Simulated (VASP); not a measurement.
These are vdW-DF-cx, VASP's PBE PAW potentials (set 64) (plane waves; VASP) values and carry that method's errors.

The input files of a VASP run:

### INCAR
```
# general
SYSTEM  =TiCo
PREC    =Accurate
ENCUT   =520
LREAL   =.FALSE.
LASPH   =.TRUE.

# electronic loop
EDIFF   =1E-6
NELM    =100
ALGO    =Normal
LMAXMIX =4

# smearing
ISMEAR  =1
SIGMA   =0.1

# functional
GGA     =CX
LUSE_VDW=.TRUE.
AGGAC   =0.0

# ions
IBRION  =2
NSW     =60
ISIF    =3
EDIFFG  =-0.01

# output
LWAVE   =.FALSE.
LCHARG  =.FALSE.
```

**KPOINTS**
```
Automatic mesh
0
Gamma
11 11 11
0 0 0
```

**POSCAR**
```
TiCo
1.0
  2.9363219569   0.0000000000   0.0000000000
  0.0000000000   2.9363219569   0.0000000000
  0.0000000000   0.0000000000   2.9363219569
Ti Co
1 1
Cart
  0.0000000000   0.0000000000   0.0000000000
  1.4681609785   1.4681609785   1.4681609785
```

POTCAR, in this order: Ti_sv Co (PBE.64 set). Program: vasp_std.

Problem. Estimate the energy per atom (σ→0), band gap (on the k-mesh).

Solution. 
```json
{
 "energy per atom (σ→0)": "-5.414 eV/atom",
 "band gap (on the k-mesh)": "none (metal, semimetal or under 0.01 eV)"
}
```

### OSZICAR
```
...
DAV:   9    -0.108470411834E+02   -0.32946E-01   -0.34238E-01  2270   0.586E+00    0.191E+00
DAV:  10    -0.108301225744E+02    0.16919E-01   -0.90527E-02  2338   0.380E+00    0.492E-01
DAV:  11    -0.108284821820E+02    0.16404E-02   -0.68247E-03  2092   0.946E-01    0.272E-01
DAV:  12    -0.108279068879E+02    0.57529E-03   -0.24249E-03  2270   0.438E-01    0.523E-02
DAV:  13    -0.108278854868E+02    0.21401E-04   -0.87075E-05  1790   0.949E-02    0.290E-02
DAV:  14    -0.108278807793E+02    0.47075E-05   -0.35817E-05  2304   0.542E-02    0.354E-03
DAV:  15    -0.108278809281E+02   -0.14883E-06   -0.91307E-07  1016   0.119E-02
   1 F= -.10827881E+02 E0= -.10828099E+02  d E =-.108279E+02
```

The compound is TiCo in the CsCl type structure. It was relaxed first, which changed the volume by -5 %. The start is the result of an earlier pass. The run is not spin-polarised, so no magnetic state was tried. The electron count is odd and the run is not spin-polarised, which forces a metal.
